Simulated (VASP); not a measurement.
Given:

```
SnSi62
1.0
   10.93707     0.00000     0.00000
    0.00000    10.93707     0.00000
    0.00000     0.00000    10.93707
Si Sn
62 1
Direct
  0.50000   0.00000   0.00000
  0.62500   0.12500   0.12500
  0.75000   0.25000   0.00000
  0.87500   0.37500   0.12500
  0.75000   0.00000   0.25000
  0.87500   0.12500   0.37500
  0.00000   0.00000   0.00000
  0.12500   0.12500   0.12500
  0.25000   0.25000   0.00000
  0.37500   0.37500   0.12500
  0.50000   0.50000   0.00000
  0.62500   0.62500   0.12500
  0.75000   0.75000   0.00000
  0.87500   0.87500   0.12500
  0.25000   0.00000   0.25000
  0.37500   0.12500   0.37500
  0.50383   0.24897   0.24811
  0.75108   0.49970   0.24775
  0.87500   0.62500   0.37500
  0.50000   0.00000   0.50000
  0.62500   0.12500   0.62500
  0.75037   0.25422   0.50077
  0.87500   0.37500   0.62500
  0.75000   0.00000   0.75000
  0.87500   0.12500   0.87500
  0.00000   0.50000   0.00000
  0.12500   0.62500   0.12500
  0.25000   0.75000   0.00000
  0.37500   0.87500   0.12500
  0.00000   0.25000   0.25000
  0.12500   0.37500   0.37500
  0.25000   0.50000   0.25000
  0.37500   0.62500   0.37500
  0.50000   0.75000   0.25000
  0.62500   0.87500   0.37500
  0.00000   0.00000   0.50000
  0.12500   0.12500   0.62500
  0.25000   0.25000   0.50000
  0.37500   0.37500   0.62500
  0.62500   0.62500   0.62500
  0.75000   0.75000   0.50000
  0.87500   0.87500   0.62500
  0.25000   0.00000   0.75000
  0.37500   0.12500   0.87500
  0.50000   0.25000   0.75000
  0.62500   0.37500   0.87500
  0.75000   0.50000   0.75000
  0.87500   0.62500   0.87500
  0.00000   0.75000   0.25000
  0.12500   0.87500   0.37500
  0.00000   0.50000   0.50000
  0.12500   0.62500   0.62500
  0.25000   0.75000   0.50000
  0.37500   0.87500   0.62500
  0.00000   0.25000   0.75000
  0.12500   0.37500   0.87500
  0.25000   0.50000   0.75000
  0.37500   0.62500   0.87500
  0.50000   0.75000   0.75000
  0.62500   0.87500   0.87500
  0.00000   0.75000   0.75000
  0.12500   0.87500   0.87500
  0.50302   0.49701   0.50372
```

These are PBE GGA, VASP's PBE PAW potentials (set 64) (plane waves; VASP 6.6.1) values and carry that method's errors. Run with PREC = Normal, LREAL = Auto, ISYM = 0, EDIFF = 1E-5, 400 eV cut-off, 1×1×1 Γ-centred mesh, Gaussian smearing of 0.050 eV, potentials Si Sn. Starting moments (MAGMOM): 63*0.0317. The cell's moment is fixed (NUPDOWN = 2).

The supercell is sampled at Γ alone, which is coarse: total energies, pressure and levels can be off, energies of defects by several tenths of an eV.

### Question
The ions are relaxed. What does this cell relax into?

### Answer

```
SnSi62
1.0
   10.93707     0.00000     0.00000
    0.00000    10.93707     0.00000
    0.00000     0.00000    10.93707
Si Sn
62 1
Direct
  0.49918   0.00210   0.00207
  0.62069   0.13243   0.13239
  0.74719   0.25297   0.00448
  0.86792   0.37929   0.13231
  0.74713   0.00453   0.25296
  0.86766   0.13251   0.37938
  0.99918   0.00093   0.00098
  0.12086   0.12705   0.12703
  0.24700   0.24925   0.00026
  0.37122   0.37600   0.12365
  0.49962   0.50049   0.00079
  0.62416   0.62885   0.12369
  0.75094   0.75302   0.00026
  0.87306   0.87934   0.12697
  0.24715   0.00016   0.24914
  0.37130   0.12358   0.37600
  0.49093   0.25848   0.25845
  0.74179   0.50903   0.25835
  0.87653   0.62875   0.37594
  0.49952   0.00062   0.50063
  0.62405   0.12358   0.62887
  0.74150   0.25851   0.50916
  0.87643   0.37593   0.62881
  0.75098   0.00015   0.75302
  0.87310   0.12694   0.87931
  0.99810   0.50097   0.00204
  0.12326   0.62750   0.12386
  0.25049   0.74966   0.99803
  0.37273   0.87686   0.12388
  0.99579   0.25302   0.25304
  0.12430   0.37581   0.37588
  0.24694   0.50109   0.24803
  0.38107   0.61922   0.36787
  0.49925   0.75331   0.24806
  0.62441   0.87605   0.37590
  0.99794   0.00220   0.50100
  0.12321   0.12386   0.62754
  0.24690   0.24794   0.50106
  0.38108   0.36764   0.61910
  0.63243   0.61916   0.61904
  0.75223   0.75321   0.50091
  0.87624   0.87685   0.62745
  0.25041   0.99794   0.74978
  0.37261   0.12395   0.87693
  0.49916   0.24805   0.75328
  0.62438   0.37582   0.87605
  0.75207   0.50099   0.75320
  0.87623   0.62752   0.87683
  0.99988   0.75301   0.24916
  0.12515   0.87492   0.37547
  0.99946   0.50048   0.50061
  0.12729   0.62374   0.62377
  0.25493   0.74510   0.49798
  0.37626   0.87278   0.62379
  0.99987   0.24913   0.75305
  0.12525   0.37563   0.87471
  0.25525   0.49796   0.74488
  0.37642   0.62371   0.87280
  0.50214   0.74491   0.74492
  0.62455   0.87485   0.87481
  0.00218   0.74974   0.74971
  0.12473   0.87548   0.87555
  0.55964   0.44032   0.44052
``` The cell ends with 2.00 μB, on the first 30 sites 0.01 0.00 0.00 0.00 0.00 0.00 0.00 0.00 0.01 0.01 0.00 0.01 0.01 0.00 0.01 0.01 0.07 0.07 0.01 0.00 0.01 0.07 0.01 0.01 0.00 0.01 0.01 0.01 0.01 0.00 μB.

### Question
How much energy does the relaxation gain?

### Answer
The energy (σ→0) changes by -19.6 meV/atom, in 23 ionic steps.

| step | E(σ→0) (eV) | max force (eV/Å) | pressure (GPa) | volume (Å³) |
|---|---|---|---|---|
| 1 | -329.8801 | 2.907 | 1.23 | 1308.29 |
| 2 | -330.6011 | 0.991 | 0.95 | 1308.29 |
| 3 | -330.6139 | 0.885 | 0.92 | 1308.29 |
| 4 | -330.7075 | 0.543 | 0.84 | 1308.29 |
| 5 | -330.7228 | 0.457 | 0.80 | 1308.29 |
| 6 | -330.7712 | 0.410 | 0.76 | 1308.29 |
| 7 | -330.8090 | 0.344 | 0.70 | 1308.29 |
| 8 | -330.8492 | 0.314 | 0.65 | 1308.29 |
| 9 | -330.9075 | 0.299 | 0.49 | 1308.29 |
| 10 | -330.9479 | 0.294 | 0.41 | 1308.29 |
| 11 | -331.0099 | 0.270 | 0.23 | 1308.29 |
| 12 | -331.0161 | 0.258 | 0.16 | 1308.29 |
| 13 | -331.0508 | 0.186 | 0.08 | 1308.29 |
| 14 | -331.0536 | 0.208 | 0.05 | 1308.29 |
| 15 | -331.0759 | 0.177 | 0.05 | 1308.29 |
| 16 | -331.0863 | 0.134 | 0.05 | 1308.29 |
| 17 | -331.1002 | 0.102 | 0.08 | 1308.29 |
| 18 | -331.1003 | 0.108 | 0.08 | 1308.29 |
| 19 | -331.1078 | 0.064 | 0.10 | 1308.29 |
| 20 | -331.1083 | 0.061 | 0.11 | 1308.29 |
| 21 | -331.1111 | 0.041 | 0.10 | 1308.29 |
| 22 | -331.1112 | 0.040 | 0.10 | 1308.29 |
| 23 | -331.1124 | 0.028 | 0.10 | 1308.29 |

The cell is a supercell with a defect, built from Si (diamond): Sn_Si-vac_Si.
